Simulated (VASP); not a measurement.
OSZICAR of a VASP run on Pm:

File OSZICAR:
```
       N       E                     dE             d eps       ncg     rms          rms(c)
DAV:   1     0.115639235287E+04    0.11564E+04   -0.26240E+04  2168   0.924E+02
DAV:   2     0.321002033181E+03   -0.83539E+03   -0.80449E+03  2570   0.315E+02
DAV:   3     0.421389889483E+01   -0.31679E+03   -0.30418E+03  2720   0.182E+02
DAV:   4    -0.355055064379E+02   -0.39719E+02   -0.38110E+02  3812   0.791E+01
DAV:   5    -0.405047419938E+02   -0.49992E+01   -0.48831E+01  3872   0.311E+01    0.761E+01
DAV:   6    -0.413009934905E+03   -0.37251E+03   -0.20759E+03  3088   0.282E+02    0.212E+02
DAV:   7    -0.825600707400E+02    0.33045E+03   -0.90985E+02  2672   0.192E+02    0.137E+02
DAV:   8    -0.114122657169E+03   -0.31563E+02   -0.18684E+03  3760   0.129E+02    0.966E+01
DAV:   9    -0.127600539530E+03   -0.13478E+02   -0.14070E+03  3198   0.153E+02    0.135E+02
DAV:  10    -0.717615441668E+02    0.55839E+02   -0.41160E+02  3024   0.128E+02    0.972E+01
DAV:  11    -0.516195700040E+02    0.20142E+02   -0.22975E+02  3536   0.750E+01    0.826E+01
DAV:  12    -0.451208085327E+02    0.64988E+01   -0.30878E+01  4056   0.201E+01    0.704E+01
DAV:  13    -0.704037492149E+02   -0.25283E+02   -0.10596E+02  3672   0.461E+01    0.113E+02
DAV:  14    -0.539742407562E+02    0.16430E+02   -0.18291E+02  3680   0.562E+01    0.669E+01
DAV:  15    -0.589810459686E+02   -0.50068E+01   -0.72008E+01  3928   0.420E+01    0.858E+01
DAV:  16    -0.546163344086E+02    0.43647E+01   -0.32149E+01  3656   0.330E+01    0.731E+01
DAV:  17    -0.495202664695E+02    0.50961E+01   -0.77468E+01  3840   0.336E+01    0.807E+01
DAV:  18    -0.418160909829E+02    0.77042E+01   -0.41512E+01  3752   0.213E+01    0.658E+01
DAV:  19    -0.435043934643E+02   -0.16883E+01   -0.14652E+01  3584   0.139E+01    0.691E+01
DAV:  20    -0.407726252422E+02    0.27318E+01   -0.88863E+00  4016   0.102E+01    0.629E+01
DAV:  21    -0.448604375773E+02   -0.40878E+01   -0.10519E+01  3472   0.940E+00    0.759E+01
DAV:  22    -0.396607763275E+02    0.51997E+01   -0.95824E+00  3704   0.145E+01    0.525E+01
DAV:  23    -0.399099456250E+02   -0.24917E+00   -0.12610E+01  3696   0.144E+01    0.665E+01
DAV:  24    -0.403225734729E+02   -0.41263E+00   -0.42359E+00  3840   0.581E+00    0.658E+01
DAV:  25    -0.411688293291E+02   -0.84626E+00   -0.13051E+01  3336   0.105E+01    0.577E+01
DAV:  26    -0.389283265446E+02    0.22405E+01   -0.12531E+01  3896   0.119E+01    0.207E+01
DAV:  27    -0.397937032575E+02   -0.86538E+00   -0.58313E+00  4008   0.620E+00    0.229E+01
DAV:  28    -0.402156456071E+02   -0.42194E+00   -0.38962E+00  3664   0.596E+00    0.285E+01
DAV:  29    -0.402314475445E+02   -0.15802E-01   -0.26826E+00  3730   0.564E+00    0.238E+01
DAV:  30    -0.403381843508E+02   -0.10674E+00   -0.64282E-01  3640   0.211E+00    0.241E+01
DAV:  31    -0.403710181159E+02   -0.32834E-01   -0.39947E-01  3776   0.203E+00    0.243E+01
DAV:  32    -0.402900265458E+02    0.80992E-01   -0.30144E-01  3920   0.166E+00    0.244E+01
DAV:  33    -0.403504936226E+02   -0.60467E-01   -0.13068E-01  3720   0.973E-01    0.252E+01
DAV:  34    -0.403110944061E+02    0.39399E-01   -0.12758E-01  3544   0.123E+00    0.255E+01
DAV:  35    -0.403328800866E+02   -0.21786E-01   -0.50416E-02  3800   0.486E-01    0.256E+01
DAV:  36    -0.403406930245E+02   -0.78129E-02   -0.30366E-02  2832   0.227E-01    0.257E+01
DAV:  37    -0.403445500456E+02   -0.38570E-02   -0.22275E-02  2296   0.176E-01    0.257E+01
DAV:  38    -0.402835017794E+02    0.61048E-01   -0.86901E-02  3600   0.114E+00    0.268E+01
DAV:  39    -0.402059157064E+02    0.77586E-01   -0.91488E-02  3760   0.108E+00    0.260E+01
DAV:  40    -0.402267963758E+02   -0.20881E-01   -0.29988E-02  3496   0.503E-01    0.260E+01
DAV:  41    -0.402514575705E+02   -0.24661E-01   -0.45162E-02  3352   0.689E-01    0.258E+01
DAV:  42    -0.402518575202E+02   -0.39995E-03   -0.15228E-02  3016   0.311E-01    0.258E+01
DAV:  43    -0.402916016241E+02   -0.39744E-01   -0.34763E-02  3744   0.759E-01    0.258E+01
DAV:  44    -0.402954235538E+02   -0.38219E-02   -0.18157E-02  3144   0.307E-01    0.260E+01
DAV:  45    -0.402565313979E+02    0.38892E-01   -0.23051E-01  3328   0.154E+00    0.273E+01
DAV:  46    -0.403357378795E+02   -0.79206E-01   -0.87666E-02  3784   0.812E-01    0.272E+01
DAV:  47    -0.403720226534E+02   -0.36285E-01   -0.89889E-02  3496   0.919E-01    0.270E+01
DAV:  48    -0.403352293941E+02    0.36793E-01   -0.40099E-02  3320   0.695E-01    0.272E+01
DAV:  49    -0.405525863035E+02   -0.21736E+00   -0.22192E-01  3184   0.151E+00    0.291E+01
DAV:  50    -0.405604773121E+02   -0.78910E-02   -0.64668E-02  3784   0.654E-01    0.292E+01
DAV:  51    -0.424850974477E+02   -0.19246E+01   -0.22314E+01  3416   0.255E+01    0.615E+01
DAV:  52    -0.450860650114E+02   -0.26010E+01   -0.12919E+01  3928   0.162E+01    0.670E+01
DAV:  53    -0.459646688085E+02   -0.87860E+00   -0.57224E+00  3960   0.958E+00    0.659E+01
DAV:  54    -0.455108444085E+02    0.45382E+00   -0.19365E+00  3880   0.482E+00    0.658E+01
DAV:  55    -0.445875855227E+02    0.92326E+00   -0.11741E+00  3736   0.525E+00    0.643E+01
DAV:  56    -0.410915870435E+02    0.34960E+01   -0.47731E+00  3744   0.110E+01    0.486E+01
DAV:  57    -0.405030610925E+02    0.58853E+00   -0.25006E+00  3832   0.889E+00    0.481E+01
DAV:  58    -0.408224695504E+02   -0.31941E+00   -0.20430E+00  3870   0.655E+00    0.482E+01
DAV:  59    -0.409999832195E+02   -0.17751E+00   -0.52679E-01  3856   0.253E+00    0.479E+01
DAV:  60    -0.409239430610E+02    0.76040E-01   -0.12084E-01  3520   0.108E+00    0.481E+01
DAV:  61    -0.374176747923E+02    0.35063E+01   -0.11764E+01  3592   0.142E+01    0.353E+01
DAV:  62    -0.372339313474E+02    0.18374E+00   -0.51397E+00  4000   0.759E+00    0.300E+01
DAV:  63    -0.378145200717E+02   -0.58059E+00   -0.14552E+00  3928   0.435E+00    0.272E+01
DAV:  64    -0.384985963952E+02   -0.68408E+00   -0.12247E+00  3896   0.531E+00    0.225E+01
DAV:  65    -0.398410789473E+02   -0.13425E+01   -0.24039E+00  3744   0.623E+00    0.199E+01
DAV:  66    -0.420739530660E+02   -0.22329E+01   -0.64883E+00  3816   0.141E+01    0.334E+01
DAV:  67    -0.419040785488E+02    0.16987E+00   -0.41426E+00  3808   0.840E+00    0.342E+01
DAV:  68    -0.419660930305E+02   -0.62014E-01   -0.98934E-01  3896   0.333E+00    0.341E+01
DAV:  69    -0.419654637166E+02    0.62931E-03   -0.29858E-01  3912   0.158E+00    0.342E+01
DAV:  70    -0.419277572145E+02    0.37707E-01   -0.13022E-01  3904   0.134E+00    0.340E+01
DAV:  71    -0.412302824256E+02    0.69747E+00   -0.17776E+00  3712   0.726E+00    0.270E+01
DAV:  72    -0.418462535355E+02   -0.61597E+00   -0.10419E+00  3840   0.545E+00    0.273E+01
DAV:  73    -0.420412051977E+02   -0.19495E+00   -0.43975E-01  4008   0.290E+00    0.277E+01
DAV:  74    -0.421857355431E+02   -0.14453E+00   -0.27491E-01  3832   0.289E+00    0.301E+01
DAV:  75    -0.421995068701E+02   -0.13771E-01   -0.98808E-02  3792   0.121E+00    0.303E+01
DAV:  76    -0.424156325076E+02   -0.21613E+00   -0.24540E+00  3688   0.808E+00    0.375E+01
DAV:  77    -0.427813699807E+02   -0.36574E+00   -0.58434E-01  3880   0.376E+00    0.404E+01
DAV:  78    -0.428948121456E+02   -0.11344E+00   -0.18366E-01  3824   0.153E+00    0.410E+01
DAV:  79    -0.428997935757E+02   -0.49814E-02   -0.47846E-02  3664   0.678E-01    0.411E+01
DAV:  80    -0.428381628802E+02    0.61631E-01   -0.12854E-01  3648   0.155E+00    0.412E+01
DAV:  81    -0.430063056038E+02   -0.16814E+00   -0.10516E+00  3728   0.499E+00    0.426E+01
DAV:  82    -0.430872650260E+02   -0.80959E-01   -0.28152E-01  3768   0.281E+00    0.428E+01
DAV:  83    -0.432004763807E+02   -0.11321E+00   -0.30540E-01  3744   0.246E+00    0.427E+01
DAV:  84    -0.432807081166E+02   -0.80232E-01   -0.41260E-01  3760   0.250E+00    0.423E+01
DAV:  85    -0.434987619981E+02   -0.21805E+00   -0.44478E-01  3896   0.272E+00    0.428E+01
DAV:  86    -0.432668089696E+02    0.23195E+00   -0.26024E+00  3600   0.725E+00    0.408E+01
DAV:  87    -0.433862822712E+02   -0.11947E+00   -0.62285E-01  3840   0.437E+00    0.414E+01
DAV:  88    -0.433789182554E+02    0.73640E-02   -0.13668E-01  3840   0.126E+00    0.410E+01
DAV:  89    -0.433874748257E+02   -0.85566E-02   -0.33491E-02  3304   0.528E-01    0.409E+01
DAV:  90    -0.434533104563E+02   -0.65836E-01   -0.55922E-02  3672   0.923E-01    0.415E+01
DAV:  91    -0.425552955142E+02    0.89801E+00   -0.58184E+00  3544   0.107E+01    0.412E+01
DAV:  92    -0.429851831724E+02   -0.42989E+00   -0.88135E-01  3736   0.319E+00    0.403E+01
DAV:  93    -0.431206955757E+02   -0.13551E+00   -0.19790E-01  3824   0.183E+00    0.409E+01
DAV:  94    -0.430822503640E+02    0.38445E-01   -0.89458E-02  3840   0.102E+00    0.409E+01
DAV:  95    -0.430921930773E+02   -0.99427E-02   -0.20679E-02  2880   0.470E-01    0.409E+01
DAV:  96    -0.422990037842E+02    0.79319E+00   -0.56771E+00  3920   0.113E+01    0.385E+01
DAV:  97    -0.424612466373E+02   -0.16224E+00   -0.26645E+00  3984   0.831E+00    0.366E+01
DAV:  98    -0.425947730517E+02   -0.13353E+00   -0.51636E-01  3832   0.297E+00    0.367E+01
DAV:  99    -0.426034643272E+02   -0.86913E-02   -0.14170E-01  3896   0.128E+00    0.365E+01
DAV: 100    -0.424717893005E+02    0.13168E+00   -0.30886E-01  3616   0.222E+00
   1 F= -.42471789E+02 E0= -.42197107E+02  d E =-.549364E+00  mag=    25.6171
```

Problem. Which electronic solver shows in the log?

Solution. It is blocked Davidson (ALGO = Normal, or the opening steps of other solvers). The INCAR had ALGO = Normal.

Problem. How was spin treated?

Solution. Collinear spin (ISPIN = 2): the summary line carries one mag value, 25.62 μB in the cell.

Problem. Can the final energy be trusted as converged?

Solution. Convergence was not reached. It stopped with EDIFF = 1E-04, NELM = 100 (PBE GGA, plane waves, VASP's PBE PAW potentials (set 64)).  The cell holds a wide vacuum, so values per volume refer to the whole cell.

The cell is a sheet with vacuum, built from a generated structure. VASP warned that the highest band is occupied, so more bands are needed.
